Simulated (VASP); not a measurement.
Computed with PBE GGA, VASP's PBE PAW potentials (set 64) (plane waves; VASP).

A VASP calculation is set up with these files.

**INCAR**
```
# general
SYSTEM  = Bi2Se3
PREC    = Accurate
ENCUT   = 520
LREAL   = .FALSE.
LASPH   = .TRUE.

# electronic loop
EDIFF   = 1E-6
NELM    = 100
ALGO    = Normal
LMAXMIX = 4

# smearing
ISMEAR  = 0
SIGMA   = 0.05

# functional
GGA     = PE

# output
LWAVE   = .TRUE.
LCHARG  = .FALSE.
```

**KPOINTS**
```
Automatic mesh
0
Gamma
4 4 4
0 0 0
```

### POSCAR
```
Bi2Se3
1
   10.2549911101    -2.0965388149     0.0639026458
   10.2549911101     2.0965388149     0.0639026458
    9.8039202840     0.0000000000     3.6670902171
Bi Se
2 3
Direct
  0.3971496052   0.3971496052   0.3971496052
  0.6028503948   0.6028503948   0.6028503948
  0.0000000000   0.0000000000   0.0000000000
  0.2182319439   0.2182319439   0.2182319439
  0.7817680561   0.7817680561   0.7817680561
```

POTCAR, in this order: Bi_d Se (PBE.64 set). Program: vasp_std.

Without a dispersion term in the relaxation, distances and binding between the weakly bound layers, chains or molecules are unreliable, and so is what depends on them. Unless said otherwise, spin-orbit coupling is left out, though it shifts the bands of the heavy elements here.

Task: What does the run give for the energy per atom (σ→0), largest force, band gap (on the k-mesh)?

Result: 
The energy per atom (σ→0) comes out as -4.049 eV/atom and the band gap (on the k-mesh) is 0.57 eV. The largest force is 0.056 eV/Å.

File OSZICAR:
```
...
DAV:   8    -0.202459232206E+02   -0.80981E-02   -0.64566E-02  1004   0.144E+00    0.513E-01
DAV:   9    -0.202454683023E+02    0.45492E-03   -0.12014E-02   952   0.630E-01    0.150E-01
DAV:  10    -0.202457191442E+02   -0.25084E-03   -0.23009E-03   812   0.264E-01    0.669E-02
DAV:  11    -0.202458369590E+02   -0.11781E-03   -0.48351E-04  1000   0.114E-01    0.400E-02
DAV:  12    -0.202458591082E+02   -0.22149E-04   -0.99216E-05   924   0.633E-02    0.150E-02
DAV:  13    -0.202458597043E+02   -0.59615E-06   -0.23888E-05   920   0.394E-02    0.443E-03
DAV:  14    -0.202458599324E+02   -0.22813E-06   -0.19690E-06   684   0.874E-03
   1 F= -.20245860E+02 E0= -.20245860E+02  d E =-.255878E-13
```

The compound is Bi2Se3 in the tetradymite structure. It was relaxed first, which changed the volume by +9 %. The k-mesh is coarse (spacing up to 0.44 per Å, 2π included), so the numbers may not be converged in it.
